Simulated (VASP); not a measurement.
Data:

```
CELL_PARAMETERS angstrom
     -3.04373     3.04373     1.61390
      3.04373    -3.04373     1.61390
      3.04373     3.04373    -1.61390
ATOMIC_POSITIONS crystal
  Sn 0.00000 0.00000 0.00000
  Bi 0.25000 0.75000 0.50000
```

Method: PBEsol GGA, VASP's PBE PAW potentials (set 64) (plane waves; VASP 6.6.1). Run with 400 eV cut-off, 14×14×14 Γ-centred mesh, tetrahedra with Blöchl corrections, potentials Sn_d Bi_d.

Unless said otherwise, spin-orbit coupling is left out, though it shifts the bands of the heavy elements here.

Q: Tabulate the total density of states (states/eV per cell) against energy (eV; zero at the valence-band maximum or, without a gap, the Fermi level).

A: 
(E (eV), DOS (states/eV)): (-9.98, 1.15); (-9.87, 1.22); (-9.63, 0.00); (-9.52, 0.00); (-9.28, 0.00); (-9.17, 0.00); (-8.93, 0.00); (-8.82, 0.01); (-8.59, 0.20); (-8.47, 0.29); (-8.23, 0.42); (-8.12, 0.52); (-8.00, 0.66); (-7.77, 0.76); (-7.65, 0.74); (-7.42, 0.66); (-7.30, 0.63); (-7.07, 0.62); (-6.95, 0.61); (-6.72, 0.61); (-6.61, 0.62); (-6.37, 0.67); (-6.26, 0.74); (-6.14, 0.86); (-5.91, 0.82); (-5.79, 0.55); (-5.56, 0.31); (-5.44, 0.22); (-5.21, 0.10); (-5.09, 0.05); (-4.86, 0.09); (-4.74, 0.15); (-4.51, 0.23); (-4.39, 0.27); (-4.28, 0.34); (-4.04, 0.84); (-3.93, 0.97); (-3.69, 1.17); (-3.58, 1.12); (-3.34, 0.93); (-3.23, 0.93); (-3.00, 0.97); (-2.88, 1.00); (-2.65, 1.16); (-2.53, 1.22); (-2.30, 1.35); (-2.18, 1.48); (-2.06, 1.63); (-1.83, 1.43); (-1.71, 1.26); (-1.48, 1.32); (-1.36, 1.32); (-1.13, 1.18); (-1.01, 1.14); (-0.78, 1.09); (-0.67, 1.11); (-0.43, 1.17); (-0.32, 1.17); (-0.20, 1.14); (0.03, 0.88); (0.15, 0.81); (0.38, 0.94); (0.50, 1.02); (0.73, 1.01); (0.85, 1.04); (1.08, 1.11); (1.20, 1.17); (1.43, 1.22); (1.55, 1.12); (1.66, 0.99); (1.90, 0.75); (2.01, 0.75); (2.25, 0.97); (2.36, 1.15); (2.60, 1.42); (2.71, 1.52); (2.94, 1.63); (3.06, 1.73); (3.29, 1.95); (3.41, 1.77)
Within 2 eV below the Fermi level the largest weight inside VASP's projection spheres is Bi p, then Sn p.

The structure comes from a computed database's SnBi entry (I-4m2); how it stands against other phases isn't given here. It was relaxed first. The electron count is odd and the run is not spin-polarised, which forces a metal.
